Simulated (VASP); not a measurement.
# Zr2CrN2 (P6_3/mmc) in VASP: relaxation of cell and atoms with PBE

Aim: the relaxation of cell and atoms of Zr2CrN2 with PBE.

All numbers are computed with VASP 6.6.1; they aren't measurements. Logs are shortened: lines on timing, memory, paths and dates and some standing lists are left out, and cuts for length are marked.

### 1 The crystal as given

Symmetry: P6_3/mmc, No. 194, hexagonal system. Conventional cell: a = 3.333 Å, b = 3.333 Å, c = 12.303 Å, α = 90.00°, β = 90.00°, γ = 120.00°. Zr (site symmetry 3m) is surrounded by 4 N at 1.92 to 1.98 Å. Cr (site symmetry -6m2) is surrounded by 6 Zr at 2.69 Å and 6 N at 3.03 Å. N (site symmetry 3m) has 4 Zr at 1.92 to 1.98 Å as nearest neighbours.

The cell was built by a generator and needn't be a form met in nature.

### 2 Relaxation of cell and atoms, PBE, collinear spin, ferromagnetic start

Input file INCAR:

```
ALGO = Fast ; EDIFF = 1E-4
EDIFFG = -0.08 ; ENCUT = 520
GGA = PE ; IBRION = 2
ISIF = 3 ; ISMEAR = 0
ISPIN = 2 ; KPAR = 2
LASPH = T ; LCHARG = F
LMAXMIX = 4 ; LORBIT = 11
LREAL = Auto ; LWAVE = F
MAGMOM = 0 0 0 0 3 3 0 0 0 0 ; NELM = 60
NSW = 24 ; PREC = Normal
SIGMA = 0.15
```

Input file KPOINTS:

```
k-points
0
Gamma
  5 5 2
```

Input file POSCAR:

```
Zr2CrN2
1.0
    3.3328148900      0.0000000000      0.0000000000
   -1.6664074400      2.8863023600      0.0000000000
    0.0000000000      0.0000000000     12.3028398600
Zr Cr N
4 2 4
Direct
    0.6666666700      0.3333333300      0.4032764400
    0.6666666700      0.3333333300      0.0967235600
    0.3333333300      0.6666666700      0.9032764400
    0.3333333300      0.6666666700      0.5967235600
    0.0000000000      0.0000000000      0.7500000000
    0.0000000000      0.0000000000      0.2500000000
    0.6666666700      0.3333333300      0.5596874400
    0.6666666700      0.3333333300      0.9403125600
    0.3333333300      0.6666666700      0.4403125600
    0.3333333300      0.6666666700      0.0596874400
```

Potentials or basis: VASP PAW PBE potentials, release 64 (Zr_sv, Cr_pv, N).

On the command line:

```
$ cat potpaw_PBE.64/Zr_sv/POTCAR potpaw_PBE.64/Cr_pv/POTCAR potpaw_PBE.64/N/POTCAR > POTCAR
$ mpirun -np 2 vasp_std > vasp.out
```

OUTCAR:

```text
EDIFF = 1E-4
   EDIFFG = -0.08
   ENCUT = 520
   GGA = PE
   IBRION = 2
   ISIF = 3
   ISMEAR = 0
   ISPIN = 2
   LASPH = T
   LORBIT = 11
   LREAL = Auto
   NELM = 60
   NSW = 24
   PREC = Normal

 ion  position               nearest neighbor table
   1  0.667  0.333  0.403-   7 1.92   9 1.98   9 1.98   9 1.98   6 2.69   6 2.69   6 2.69   4 3.06
                             4 3.06   4 3.06   2 3.77
   2  0.667  0.333  0.097-   8 1.92  10 1.98  10 1.98  10 1.98   6 2.69   6 2.69   6 2.69   3 3.06
                             3 3.06   3 3.06   1 3.77
   3  0.333  0.667  0.903-  10 1.92   8 1.98   8 1.98   8 1.98   5 2.69   5 2.69   5 2.69   2 3.06
                             2 3.06   2 3.06   4 3.77
   4  0.333  0.667  0.597-   9 1.92   7 1.98   7 1.98   7 1.98   5 2.69   5 2.69   5 2.69   1 3.06
                             1 3.06   1 3.06   3 3.77
   5  0.000  0.000  0.750-   3 2.69   4 2.69   3 2.69   4 2.69   3 2.69   4 2.69
   6  0.000  0.000  0.250-   1 2.69   2 2.69   1 2.69   2 2.69   1 2.69   2 2.69
   7  0.667  0.333  0.560-   1 1.92   4 1.98   4 1.98   4 1.98
   8  0.667  0.333  0.940-   2 1.92   3 1.98   3 1.98   3 1.98
   9  0.333  0.667  0.440-   4 1.92   1 1.98   1 1.98   1 1.98
  10  0.333  0.667  0.060-   3 1.92   2 1.98   2 1.98   2 1.98

  LATTYP: Found a hexagonal cell.
 ALAT       =     3.3328148900
 C/A-ratio  =     3.6914260966

  Lattice vectors:

 A1 = (   3.3328148900,   0.0000000000,   0.0000000000)
 A2 = (  -1.6664074400,   2.8863023600,   0.0000000000)
 A3 = (   0.0000000000,   0.0000000000,  12.3028398600)

Analysis of symmetry for initial positions (statically):
=====================================================================
 Subroutine PRICEL returns:
 Original cell was already a primitive cell.

 Routine SETGRP: Setting up the symmetry group for a
 hexagonal supercell.

 Subroutine GETGRP returns: Found 24 space group operations
 (whereof 12 operations were pure point group operations)
 out of a pool of 24 trial point group operations.

The static configuration has the point symmetry D_3d.
 The point group associated with its full space group is D_6h.

Analysis of symmetry for dynamics (positions and initial velocities):
=====================================================================
 Subroutine PRICEL returns:
 Original cell was already a primitive cell.

 Routine SETGRP: Setting up the symmetry group for a
 hexagonal supercell.

 Subroutine GETGRP returns: Found 24 space group operations
 (whereof 12 operations were pure point group operations)
 out of a pool of 24 trial point group operations.

The dynamic configuration has the point symmetry D_3d.
 The point group associated with its full space group is D_6h.

Analysis of structural, dynamic, and magnetic symmetry:
=====================================================================
 Subroutine PRICEL returns:
 Original cell was already a primitive cell.

 Routine SETGRP: Setting up the symmetry group for a
 hexagonal supercell.

 Subroutine GETGRP returns: Found 24 space group operations
 (whereof 12 operations were pure point group operations)
 out of a pool of 24 trial point group operations.

The overall configuration has the point symmetry D_3d.
 The point group associated with its full space group is D_6h.

 Subroutine INISYM returns: Found 24 space group operations
 (whereof 12 operations are pure point group operations),
 and found     1 'primitive' translations

----------------------------------------------------------------------------------------

                                     Primitive cell

  volume of cell :     118.3473

  direct lattice vectors                    reciprocal lattice vectors
     3.332814890  0.000000000  0.000000000     0.300046667  0.173232024  0.000000000
    -1.666407440  2.886302360  0.000000000     0.000000000  0.346464048  0.000000000
     0.000000000  0.000000000 12.302839860     0.000000000  0.000000000  0.081282046

  length of vectors
     3.332814890  3.332814887 12.302839860     0.346464048  0.346464048  0.081282046

  position of ions in fractional coordinates (direct lattice)
     0.666666670  0.333333330  0.403276440
     0.666666670  0.333333330  0.096723560
     0.333333330  0.666666670  0.903276440
[... 35 lines left out ...]

  Length of vectors
     0.069292810  0.069292810  0.040641023

  Shift w.r.t. Gamma in fractional coordinates (k-lattice)
     0.000000000  0.000000000  0.000000000

 Subroutine IBZKPT returns following result:
 ===========================================

 Found     10 irreducible k-points:

 Following reciprocal coordinates:
            Coordinates               Weight
  0.000000  0.000000  0.000000      1.000000
  0.200000  0.000000  0.000000      6.000000
  0.400000  0.000000  0.000000      6.000000
  0.200000  0.200000  0.000000      6.000000
  0.400000  0.200000  0.000000      6.000000
  0.000000  0.000000  0.500000      1.000000
  0.200000  0.000000  0.500000      6.000000
  0.400000  0.000000  0.500000      6.000000
  0.200000  0.200000  0.500000      6.000000
  0.400000  0.200000  0.500000      6.000000
   k-points           NKPTS =     10   k-points in BZ     NKDIM =     10   number of bands    NBANDS=     58
   number of dos      NEDOS =    301   number of ions     NIONS =     10
   total plane-waves  NPLWV =  28000
   dimension x,y,z NGX =    20 NGY =   20 NGZ =   70
   dimension x,y,z NGXF=    40 NGYF=   40 NGZF=  140
   ions per type =               4   2   4
   NGX,Y,Z   is equivalent  to a cutoff of   9.98,  9.98,  9.46 a.u.
   NGXF,Y,Z  is equivalent  to a cutoff of  19.95, 19.95, 18.92 a.u.
 SYSTEM =  unknown system
   PREC   = normal    normal or accurate (medium, high low for compatibility)
   ISTART =      0    job   : 0-new  1-cont  2-samecut
   ICHARG =      2    charge: 1-file 2-atom 10-const
   ISPIN  =      2    spin polarized calculation?
   LNONCOLLINEAR =      F non collinear calculations
   LSORBIT =      F    spin-orbit coupling
   LASPH  =      T    aspherical Exc in radial PAW
   ENCUT  =  520.0 eV  38.22 Ry    6.18 a.u.   6.20  6.20 22.88*2*pi/ulx,y,z
   NELM   =     60;   NELMIN=  2; NELMDL= -5     # of ELM steps
   EDIFF  = 0.1E-03   stopping-criterion for ELM
   LREAL  =      T    real-space projection
   EDIFFG = -.8E-01   stopping-criterion for IOM
   NSW    =     24    number of steps for IOM
   IBRION =      2    ionic relax: 0-MD 1-quasi-New 2-CG
   NFREE  =      1    steps in history (QN), initial steepest desc. (CG)
   ISIF   =      3    stress and relaxation
   ISYM   =      2    0-nonsym 1-usesym 2-fastsym
   POTIM  = 0.5000    time-step for ionic-motion
   TEBEG  =    0.0;   TEEND  =   0.0 temperature during run
   PSTRESS=    0.0 pullay stress
   NELECT =      92.0000    total number of electrons
   NUPDOWN=      -1.0000    fix difference up-down
   EMIN   =  10.00;   EMAX   =-10.00  energy-range for DOS
   EFERMI =   0.00;   METHOD = LEGACY
   ISMEAR =     0;   SIGMA  =   0.15  broadening in eV -4-tet -1-fermi 0-gaus
   EFERMI_NEDOS =   21; number of points for ismear=-14 and -15
   IALGO  =     68    algorithm
   IMIX   =      4    mixing-type and parameters
     AMIX     =   0.40;   BMIX     =  1.00
     AMIX_MAG =   1.60;   BMIX_MAG =  1.00
  volume/ion in A,a.u.               =      11.83        79.86
  Fermi-wavevector in a.u.,A,eV,Ry     =   1.505282  2.844571 30.829101  2.265875
  Thomas-Fermi vector in A             =   2.616151
   LORBIT       =     11    0 simple, 1 ext, 2 COOP (PROOUT), +10 PAW based schemes
   GGA     = PE    functional components
   LHFCALC =     F    Hartree Fock is set to
   AEXX    =    0.0000 exact exchange contribution
   IVDW    =     0    specifies the selected vdW correction
   LEPSILON=     F    determine dielectric tensor
   LRPA    =     F    only Hartree local field effects (RPA)
 conjugate gradient relaxation of ions
 spin polarized calculation
 RMM-DIIS sequential band-by-band and
 Gauss-broadening in eV      SIGMA  =   0.15
  energy-cutoff  :      520.00
  volume of cell :      118.35
 maximum number of plane-waves:      3200
   NGX = 13   NGY = 13   NGZ = 45

--------------------------------------- Ionic step        1  -------------------------------------------

 number of electron      91.9999982 magnetization       1.4644834

 number of electron      91.9999980 magnetization      -7.6405046

 Free energy of the ion-electron system (eV)
  ---------------------------------------------------
  ext. energy  EPLUGINS =         0.00000000
  ---------------------------------------------------
  free energy    TOTEN  =       -83.75496586 eV

  energy without entropy =      -83.69163573  energy(sigma->0) =      -83.72330080

 E-fermi :  11.4296     XC(G=0): -12.5246

 val. band max:       11.3961993111   @ k =   0.2000   0.0000   0.5000
 cond. band min:      11.4357768221   @ k =   0.0000   0.0000   0.0000
 fundamental gap:      0.0395775109
 Fermi energy:        11.4296168052
[... 2580 lines left out ...]
  FREE ENERGIE OF THE ION-ELECTRON SYSTEM (eV)
  ---------------------------------------------------
  free  energy   TOTEN  =       -91.5672624120 eV

  energy  without entropy=      -91.5303876508  energy(sigma->0) =      -91.54882503

[... ionic steps 4 to 12 ...]

--------------------------------------- Ionic step       13  -------------------------------------------

 number of electron      91.9999850 magnetization      -9.6382251

------------------------ aborting loop because EDIFF is reached ----------------------------------------
[... 83 lines left out ...]
--------------------------------------- Ionic step       15  -------------------------------------------

 number of electron      91.9999876 magnetization      -9.5979338

 Free energy of the ion-electron system (eV)
  ---------------------------------------------------
  ext. energy  EPLUGINS =         0.00000000
  ---------------------------------------------------
  free energy    TOTEN  =       -92.77283899 eV

  energy without entropy =      -92.71543853  energy(sigma->0) =      -92.74413876

 E-fermi :   7.7800     XC(G=0): -10.7849

 val. band max:        7.7734374299   @ k =   0.4000   0.0000   0.5000
 cond. band min:       7.8413794591   @ k =   0.4000   0.0000   0.0000
 fundamental gap:      0.0679420292
 Fermi energy:         7.7799842905
[... 1260 lines left out ...]
  FREE ENERGIE OF THE ION-ELECTRON SYSTEM (eV)
  ---------------------------------------------------
  free  energy   TOTEN  =       -92.7728389857 eV

  energy  without entropy=      -92.7154385289  energy(sigma->0) =      -92.74413876

 reached required accuracy - stopping structural energy minimisation

 total charge

# of ion       s       p       d       tot
------------------------------------------
    1        2.189   6.024   1.640   9.853
    2        2.189   6.024   1.640   9.853
    3        2.189   6.024   1.640   9.853
    4        2.189   6.024   1.640   9.853
    5        0.322   6.103   4.068  10.493
    6        0.322   6.103   4.068  10.493
    7        1.279   2.452   0.000   3.731
    8        1.279   2.452   0.000   3.731
    9        1.279   2.452   0.000   3.731
   10        1.279   2.452   0.000   3.731
--------------------------------------------------
tot         14.515  46.109  14.695  75.319

 magnetization (x)

# of ion       s       p       d       tot
------------------------------------------
    1       -0.002  -0.006  -0.037  -0.045
    2       -0.002  -0.006  -0.037  -0.045
    3       -0.002  -0.006  -0.037  -0.045
    4       -0.002  -0.006  -0.037  -0.045
    5       -0.060  -0.038  -3.833  -3.930
    6       -0.060  -0.038  -3.833  -3.930
    7       -0.004  -0.036   0.000  -0.040
    8       -0.004  -0.036   0.000  -0.040
    9       -0.004  -0.036   0.000  -0.040
   10       -0.004  -0.036   0.000  -0.040
--------------------------------------------------
tot         -0.142  -0.242  -7.815  -8.199
```

Wall time 12 min (2 MPI ranks of Intel Xeon Platinum 8488C (Sapphire Rapids), shared host); peak memory 0.25 GiB.

What came out:

| Quantity | Value |
| --- | --- |
| Free energy | -92.7728 eV |
| Relaxed volume | 16.58 Å³/atom |
| Relaxed cell | a = 3.605 Å, b = 3.605 Å, c = 14.735 Å, α = 90.00°, β = 90.00°, γ = 120.00° |
| Space group after relaxing (to 0.05 Å) | P6_3/mmc (No. 194) |
| Energy gained by relaxing | 901.8 meV/atom |
| Ionic steps | 15 |
| Pressure after relaxing | 0.2 GPa |
| Largest force after relaxing | 0.033 eV/Å |
| Band gap on the k mesh | none (metal or under the smearing width) |
| Net moment | -9.60 μB per cell |
| Site moments | Zr -0.04; Cr -3.93; N -0.04 μB |
| Valence electrons inside the program's atomic spheres | Zr 9.85; Cr 10.49; N 3.73 |

Forces in eV/Å, atoms in the order of the input:
```
Zr   0.000  0.000  0.033
Zr   0.000  0.000 -0.033
Zr   0.000  0.000  0.033
Zr   0.000  0.000 -0.033
Cr   0.000  0.000  0.000
Cr   0.000  0.000  0.000
N    0.000  0.000 -0.027
N    0.000  0.000  0.027
N    0.000  0.000  0.027
N    0.000  0.000 -0.027
```

The path:
| step | energy change (eV) | largest force (eV/Å) | pressure (GPa) | volume (Å³) |
| --- | --- | --- | --- | --- |
| 1 | 0.0000 | 3.4622 | 77.12 | 118.35 |
| 2 | 8.5323 | 2.3381 | -32.47 | 244.83 |
| 3 | -7.8123 | 2.5425 | -0.03 | 155.98 |
| 4 | -7.8164 | 2.5162 | 0.61 | 155.16 |
| 5 | -8.6853 | 1.1042 | -0.27 | 159.99 |
| 6 | -8.8103 | 0.5554 | -0.12 | 162.51 |
| 7 | -8.8138 | 0.6159 | -0.38 | 163.02 |
| 8 | -8.8958 | 0.4767 | 0.81 | 162.37 |
| 9 | -8.9281 | 0.2607 | 2.36 | 161.69 |
| 10 | -8.9641 | 0.1100 | 0.15 | 164.40 |
| 11 | -8.9660 | 0.0869 | -0.30 | 165.29 |
| 12 | -8.9898 | 0.0533 | -0.60 | 165.74 |
| 13 | -9.0137 | 0.1353 | -0.93 | 166.72 |
| 14 | -9.0135 | 0.0672 | 1.12 | 164.88 |
| 15 | -9.0179 | 0.0331 | 0.22 | 165.81 |

Final structure:
```
Zr Cr N
1.0
     3.60455    0.00000    0.00000
    -1.80228    3.12163    0.00000
     0.00000    0.00000   14.73549
Zr Cr N
4 2 4
Direct
  0.66667 0.33333 0.41238
  0.66667 0.33333 0.08762
  0.33333 0.66667 0.91238
  0.33333 0.66667 0.58762
  0.00000 0.00000 0.75000
  0.00000 0.00000 0.25000
  0.66667 0.33333 0.56367
  0.66667 0.33333 0.93633
  0.33333 0.66667 0.43633
  0.33333 0.66667 0.06367
```

Caveat: the k mesh is coarse (spacing up to 0.44 Å⁻¹), so the values aren't converged; the volume moved by over 15 % at a fixed basis, so the end points are rough; only a ferromagnetic start was run, and an antiferromagnetic order may lie lower in energy; the relaxation stopped at a loose force limit of 0.08 eV/Å, so its end isn't a converged minimum. With open d or f shells a metallic result of PBE can be an artefact of self-interaction; +U or a hybrid may open a gap.
